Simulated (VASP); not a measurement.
Output of a VASP run:

### OSZICAR
```
       N       E                     dE             d eps       ncg     rms          rms(c)
DAV:   1     0.105914624510E+03    0.10591E+03   -0.72775E+03   384   0.137E+03
DAV:   2    -0.668352918240E+01   -0.11260E+03   -0.10436E+03   560   0.321E+02
DAV:   3    -0.151741145121E+02   -0.84906E+01   -0.84365E+01   492   0.765E+01
DAV:   4    -0.156465527272E+02   -0.47244E+00   -0.47141E+00   688   0.218E+01
DAV:   5    -0.156511490373E+02   -0.45963E-02   -0.45957E-02   500   0.174E+00    0.824E+01
DAV:   6    -0.205577793575E+02   -0.49066E+01   -0.11025E+02   392   0.157E+02    0.297E+01
DAV:   7    -0.210367668097E+02   -0.47899E+00   -0.65212E-01   620   0.831E+00    0.206E+01
DAV:   8    -0.210273063289E+02    0.94605E-02   -0.50138E-01   472   0.690E+00    0.831E+00
DAV:   9    -0.210539659328E+02   -0.26660E-01   -0.23111E-01   588   0.572E+00    0.616E+00
DAV:  10    -0.210701800257E+02   -0.16214E-01   -0.92336E-02   404   0.302E+00    0.191E+00
DAV:  11    -0.210713661983E+02   -0.11862E-02   -0.23485E-02   444   0.222E+00    0.182E+00
DAV:  12    -0.210826878058E+02   -0.11322E-01   -0.51538E-03   428   0.104E+00    0.852E-01
DAV:  13    -0.210823451871E+02    0.34262E-03   -0.11284E-03   468   0.494E-01    0.666E-01
DAV:  14    -0.210834803646E+02   -0.11352E-02   -0.84689E-04   408   0.351E-01    0.187E-01
DAV:  15    -0.210836809294E+02   -0.20056E-03   -0.16552E-04   476   0.166E-01    0.500E-02
DAV:  16    -0.210836020909E+02    0.78839E-04   -0.30093E-05   476   0.820E-02    0.692E-02
DAV:  17    -0.210836709180E+02   -0.68827E-04   -0.17426E-05   444   0.528E-02    0.379E-02
DAV:  18    -0.210836862163E+02   -0.15298E-04   -0.40297E-06   508   0.305E-02    0.424E-03
DAV:  19    -0.210836877571E+02   -0.15408E-05   -0.70837E-07   328   0.888E-03    0.346E-03
DAV:  20    -0.210836881901E+02   -0.43300E-06   -0.51890E-07   324   0.872E-03
   1 F= -.21083688E+02 E0= -.21083688E+02  d E =-.210837E+02
```

OUTCAR:
```
------------------------ aborting loop because EDIFF is reached ----------------------------------------
  FORCE on cell =-STRESS in cart. coord.  units (eV):
  Direction    XX          YY          ZZ          XY          YZ          ZX
  --------------------------------------------------------------------------------------
  Total       -0.0060356     -0.0060356     -0.0060356      0.0000000      0.0000000     -0.0000000
  in kB       -0.1257698     -0.1257698     -0.1257698      0.0000000      0.0000000     -0.0000000
  external PRESSURE =      -0.1257698 kB  Pullay stress =       0.0000000 kB
  volume of cell :       76.89
      direct lattice vectors                 reciprocal lattice vectors
     0.000000000  3.375006052  3.375006052    -0.148147882  0.148147882  0.148147882
     3.375006052  0.000000000  3.375006052     0.148147882 -0.148147882  0.148147882
     3.375006052  3.375006052  0.000000000     0.148147882  0.148147882 -0.148147882
  FREE ENERGIE OF THE ION-ELECTRON SYSTEM (eV)
  ---------------------------------------------------
  free  energy   TOTEN  =       -21.0836881901 eV

  energy  without entropy=      -21.0836881901  energy(sigma->0) =      -21.08368819

 reached required accuracy - stopping structural energy minimisation
```
(Selected blocks of OUTCAR.)

POSCAR:
```
KBr
1
    0.0000000000     3.3750060520     3.3750060520
    3.3750060520     0.0000000000     3.3750060520
    3.3750060520     3.3750060520     0.0000000000
K Br
1 1
Direct
  0.0000000000   0.0000000000   0.0000000000
  0.5000000000   0.5000000000   0.5000000000
```

Write an INCAR and KPOINTS that could have produced this output.

This is not unique; one that fits is the input of the run itself, TPSS meta-GGA, plane waves, VASP's PBE PAW potentials (set 64).

**INCAR**
```
SYSTEM = KBr
ISMEAR = 0   ! Gaussian
EDIFFG = -0.01   ! ionic stop
ALGO = Normal   ! blocked Davidson
EDIFF = 1E-6   ! SCF stop (eV)
SIGMA = 0.05   ! width (eV)
IBRION = 2   ! conjugate gradients
NSW = 60   ! most ionic steps
LASPH = T
ENCUT = 520
LMIXTAU = T
LCHARG = F
LREAL = F   ! projection in real space or not
NELM = 100   ! most electronic steps
LWAVE = F
ISIF = 3   ! ions, shape and volume
METAGGA = TPSS
PREC = Accurate
LMAXMIX = 4   ! l cut-off of mixed one-centre charges
```

KPOINTS:
```
Automatic mesh
0
Gamma
6 6 6
0 0 0
```

POTCAR, in this order: K_sv Br (PBE.64 set). Program: vasp_std.

The compound is KBr in the rock salt structure. It was relaxed first, which changed the volume by +7 %. The start is the result of an earlier pass.
